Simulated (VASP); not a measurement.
FGeCl: atomic charges with PBE+TS

The system is FGeCl, in a box.

```
CELL_PARAMETERS angstrom
11.00000 0.00000 0.00000
0.00000 12.00000 0.00000
0.00000 0.00000 10.00000
ATOMIC_POSITIONS crystal
F 0.51673 0.62416 0.53422
Ge 0.43735 0.50890 0.47258
Cl 0.56502 0.37934 0.53270
```

```
Program                : VASP 6.6.1
Task                   : atomic charges
Functional             : PBE
Dispersion             : TS
Potentials or basis    : VASP PAW PBE potentials, release 64 (F, Ge_d, Cl)
Cutoff                 : 520 eV
k mesh                 : 1 × 1 × 1
Occupations            : gaussian, width 0.01 eV
Spin                   : no spin polarisation
Further INCAR settings : ALGO = Fast; EDIFF = 1e-07
```

The largest force is 0.794 eV/Å, the gap between the frontier levels is 3.75 eV and the valence electrons inside the program's atomic spheres are F 6.08; Ge 12.25; Cl 5.12. The hirshfeld charges are F -0.24; Ge +0.41; Cl -0.17 e. The dispersion energy per atom is -0.001 eV.

Forces on the atoms (eV/Å):
```
F    0.362  0.654  0.267
Ge  -0.572 -0.374 -0.352
Cl   0.209 -0.280  0.086
```

Levels at points of the mesh, in eV from the valence-band top:
| k point | band 12 | band 13 | band 14 | band 15 | band 16 | band 17 |
| --- | --- | --- | --- | --- | --- | --- |
| (0.00, 0.00, 0.00) | -0.85 | -0.58 | 0.00 | 3.75 | 6.21 | 6.53 |

Run time: 2.5 min on 1 thread of AMD EPYC 7R13 Processor (Zen 3) (shared host), peak memory 1 GiB.

A hybrid or GW would open this gap; PBE tends to underestimate it.
